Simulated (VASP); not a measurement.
Given:

```
SnO
1.0
    3.76735     0.00000     0.00000
    0.00000     3.76735     0.00000
    0.00000     0.00000     4.63971
Sn O
2 2
Direct
  0.00000   0.50000   0.24793
  0.50000   0.00000   0.75207
  0.50000   0.50000   0.00000
  0.00000   0.00000   0.00000
```

Method: LDA (Ceperley-Alder, Perdew-Zunger), VASP's LDA PAW potentials (set 64) (plane waves; VASP). Run with 520 eV cut-off, Gaussian smearing of 0.050 eV, potentials Sn_d O.

**Question.** Give the energies of bands 14 to 23 at the high-symmetry points, in eV from the Fermi level.

**Answer.** 
```json
[
 {"band": "14", "Γ": "-7.07", "X": "-7.72", "M": "-9.46", "Z": "-6.39", "R": "-7.96", "A": "-9.31"},
 {"band": "15", "Γ": "-6.56", "X": "-5.22", "M": "-5.35", "Z": "-6.39", "R": "-5.77", "A": "-5.96"},
 {"band": "16", "Γ": "-6.56", "X": "-5.22", "M": "-5.35", "Z": "-3.72", "R": "-5.77", "A": "-5.96"},
 {"band": "17", "Γ": "-3.63", "X": "-5.06", "M": "-2.61", "Z": "-3.32", "R": "-5.00", "A": "-2.97"},
 {"band": "18", "Γ": "-3.30", "X": "-5.06", "M": "-2.61", "Z": "-3.32", "R": "-5.00", "A": "-2.97"},
 {"band": "19", "Γ": "-3.30", "X": "-2.94", "M": "-1.96", "Z": "-2.76", "R": "-1.81", "A": "-2.61"},
 {"band": "20", "Γ": "0.00", "X": "-2.94", "M": "-1.96", "Z": "-2.30", "R": "-1.81", "A": "-2.61"},
 {"band": "21", "Γ": "2.31", "X": "3.38", "M": "-0.26", "Z": "1.56", "R": "2.78", "A": "2.22"},
 {"band": "22", "Γ": "4.46", "X": "3.38", "M": "-0.26", "Z": "2.59", "R": "2.78", "A": "2.22"},
 {"band": "23", "Γ": "4.46", "X": "5.83", "M": "4.43", "Z": "2.59", "R": "5.22", "A": "4.38"}
]
```

It has no gap at this level: it comes out as a metal or semimetal.

The structure comes from a computed database's SnO entry (P4/nmm); how it stands against other phases isn't given here. It was relaxed first, which changed the volume by -7 %.
